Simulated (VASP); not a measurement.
Input:

```
TiN
1.0
    0.00000     2.07672     2.07672
    2.07672     0.00000     2.07672
    2.07672     2.07672     0.00000
Ti N
1 1
Direct
  0.00000   0.00000   0.00000
  0.50000   0.50000   0.50000
```

The numbers are results of revTPSS meta-GGA, VASP's PBE PAW potentials (set 64) (plane waves; VASP 6.6.1), not measurements. Numerical set-up: 520 eV cut-off, 15×15×15 Γ-centred mesh, first-order Methfessel-Paxton smearing of 0.10 eV, potentials Ti_sv N.

Task: Give the stress tensor in GPa (positive for a compressed cell).

Result: 
```
20.47   0.00   0.00
 0.00  20.47   0.00
 0.00   0.00  20.47
```
The pressure is its mean diagonal, 20.47 GPa.

The compound is TiN in the rock salt structure. This cell is one point of a volume scan, at 0.94 of the reference volume. The electron count is odd and the run is not spin-polarised, which forces a metal.
